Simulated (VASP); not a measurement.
An input for Ansatz (written as the equivalent of a VASP run, and not itself run):

Ansatz 0.2 input:
```yaml
crystal:
  lattice:
    - [11.3989820, 0.0000000, 0.0000000]
    - [0.0000000, 3.8352870, 0.0000000]
    - [0.0000000, 0.0000000, 4.7235970]
  atoms:
    - { symbol: Ge, position: [0.1291000, 0.2500000, 0.1190000] }
    - { symbol: Ge, position: [0.8709000, 0.7500000, 0.8810000] }
    - { symbol: Ge, position: [0.3709000, 0.7500000, 0.6190000] }
    - { symbol: Ge, position: [0.6291000, 0.2500000, 0.3810000] }
    - { symbol: Se, position: [0.8492800, 0.2500000, 0.5154700] }
    - { symbol: Se, position: [0.1507200, 0.7500000, 0.4845300] }
    - { symbol: Se, position: [0.6507200, 0.7500000, 0.0154700] }
    - { symbol: Se, position: [0.3492800, 0.2500000, 0.9845300] }
kpoints:
  mp_grid: { grid: [1, 3, 3] }
hamiltonian:
  xc: pbe0
  pseudopotentials: { kind: paw }
scf:
  occupations: { method: gaussian, width: 0.01 }
  max_iter: 100
output: { forces: true, stress: true, eigenvalues: true }
```

**Question.** Write the VASP files for the same calculation (PBE0).

**Answer.** This is not unique; one that fits is 
**INCAR**
```
SYSTEM = GeSe
PREC = Accurate; ENCUT = 300; LREAL = F
LASPH = T; ISYM = 3
EDIFF = 1E-6; NELM = 100; ALGO = Normal
LMAXMIX = 4
ISMEAR = 0; SIGMA = 0.01
GGA = PE; LHFCALC = T; AEXX = 0.25
HFRCUT = -1; PRECFOCK = Fast
ISIF = 2
LWAVE = F; LCHARG = F
```

### POSCAR
```
GeSe
1.0
 11.3989820000   0.0000000000   0.0000000000
  0.0000000000   3.8352870000   0.0000000000
  0.0000000000   0.0000000000   4.7235970000
Ge Se
4 4
Direct
  0.1291000000   0.2500000000   0.1190000000
  0.8709000000   0.7500000000   0.8810000000
  0.3709000000   0.7500000000   0.6190000000
  0.6291000000   0.2500000000   0.3810000000
  0.8492800000   0.2500000000   0.5154700000
  0.1507200000   0.7500000000   0.4845300000
  0.6507200000   0.7500000000   0.0154700000
  0.3492800000   0.2500000000   0.9845300000
```

File KPOINTS:
```
Automatic mesh
0
G
1 3 3
0 0 0
```

POTCAR, in this order: Ge_d Se (PBE.64 set). Program: vasp_std.

What does not carry over: each code has its own PAW files, so the cut-off isn't converted (ENCUT is set for VASP's; basis.ecutwfc is left out, and Ansatz then takes the one that its files recommend); Ansatz stops its SCF on the density residual and VASP on the energy change (EDIFF).

The structure comes from a computed database's GeSe entry; how it stands against other phases isn't given here. The cell was not relaxed at this level. The k-mesh is coarse (spacing up to 0.55 per Å, 2π included), so the numbers may not be converged in it. The run is one of a series of settings (HFRCUT = -1, HFSCREEN removed against the base run), some of them coarse on purpose.
